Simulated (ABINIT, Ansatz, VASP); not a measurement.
**Code comparison for Ba3ZnN2O (P4/mmm, 7 atoms in the cell)**

Self-consistent single point.

```
CELL_PARAMETERS angstrom
      4.09084     0.00000     0.00000
      0.00000     4.09084     0.00000
      0.00000     0.00000     9.16087
ATOMIC_POSITIONS crystal
  Ba 0.00000 0.00000 0.21788
  Ba 0.00000 0.00000 0.78212
  Ba 0.50000 0.50000 0.50000
  Zn 0.50000 0.50000 0.00000
  N  0.50000 0.50000 0.80054
  N  0.50000 0.50000 0.19946
  O  0.00000 0.00000 0.50000
```

Shared settings, as Ansatz (a first-principles code) writes them: kpoints.mp_grid.grid = 6 6 3; scf.occupations.method = fermi_dirac; scf.occupations.width = 0.0015 Ry. Potentials and cutoffs stand in the table.

```json
[
 {"code": "ABINIT", "model": "LDA (PW92), PAW (JTH v2.0 LDA PAW)", "pressure (GPa)": "-2.94", "largest force (eV/Å)": "0.314", "gap on the mesh (eV)": "0.508", "cutoff": "30 Ha"},
 {"code": "Ansatz", "model": "LDA (PW92), PAW files made with PBE", "pressure (GPa)": "-4.01", "largest force (eV/Å)": "0.236", "gap on the mesh (eV)": "0.583", "cutoff": "default"},
 {"code": "VASP", "model": "LDA (PZ), VASP's LDA PAW potentials (set 64)", "pressure (GPa)": "-3.99", "largest force (eV/Å)": "0.185", "gap on the mesh (eV)": "0.495", "cutoff": "400 eV"}
]
```

Size of the force on each atom (eV/Å): Sizes of forces hide their directions.

```tsv
code	Ba1	Ba2	Ba3	Zn4	N5	N6	O7
ABINIT	0.048	0.048	0.000	0.000	0.314	0.314	0.000
Ansatz	0.157	0.157	0.000	0.000	0.236	0.236	0.000
VASP	0.019	0.019	0.000	0.000	0.185	0.185	0.000
```

Gaps are read on the mesh.

The spread over the programs that give each value: pressure within 1.07 GPa; largest force within 0.129 eV/Å; gap on the mesh within 0.088 eV.

Ansatz's pressure is given at a fixed set of plane waves, as the other plane-wave codes print theirs; with its correction for the finite basis it is -3.81 GPa. The same LDA comes in different parametrisations, which differ slightly. In the pressure, ABINIT (by 1.05) lies more than 1 GPa from the median of the plane-wave programs. In the force vectors, Ansatz (by 0.109) lies more than 0.08 eV/Å from the median of the plane-wave programs.

VASP's run is marked for a possible Pulay error in its stress at this cutoff; no cutoff test was made.

The starting cell comes from a database of computed structures (which also holds hypothetical and non-ambient phases and stackings), without a prior relaxation at this level. Its lattice was rescaled by a random factor within 2.5 % of one.

Left out of this page: Quantum ESPRESSO, GPAW, CP2K and SIESTA (not drawn, or without a comparable value).

Keys are those of Ansatz 0.2.
